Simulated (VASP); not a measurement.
Shape and ions are relaxed at each volume.

Input:

```cif
data_Os2
_chemical_formula_sum 'Os2'
_space_group_name_H-M_alt 'P63/mmc'
_space_group_IT_number 194
_space_group_name_Hall '-P 6c 2c'
_cell_length_a 2.72173
_cell_length_b 2.72173
_cell_length_c 4.30486
_cell_angle_alpha 90.000
_cell_angle_beta 90.000
_cell_angle_gamma 120.000
loop_
_atom_site_label
_atom_site_type_symbol
_atom_site_symmetry_multiplicity
_atom_site_Wyckoff_symbol
_atom_site_fract_x
_atom_site_fract_y
_atom_site_fract_z
_atom_site_occupancy
Os1 Os 2 c 0.33333 0.66667 0.25000 1
```

The numbers are results of MS2 meta-GGA, VASP's PBE PAW potentials (set 64) (plane waves; VASP), not measurements. Settings: 520 eV cut-off, 15×15×9 Γ-centred mesh, first-order Methfessel-Paxton smearing of 0.10 eV, potentials Os.

### Question
Give the energy at these volumes per atom, relative to the lowest: 12.98, 13.40, 13.81, 14.22, 14.64 Å³.

### Answer
79.2, 18.5, 0.0, 16.7, 63.0 meV/atom. A third-order Birch-Murnaghan fit gives B0 = 454 GPa and B0′ = 4.9.

Measured: bulk modulus 425 GPa at 0 K (computed value off by +6.8 %), as given by Vázquez-Parga, Fernández-Martínez, Viñes, J. Chem. Theory Comput. (2023), doi:10.1021/acs.jctc.3c00612, Supporting … [zero-point energy and finite temperature contributions removed].

The compound is Os in the hcp structure. It was relaxed first.
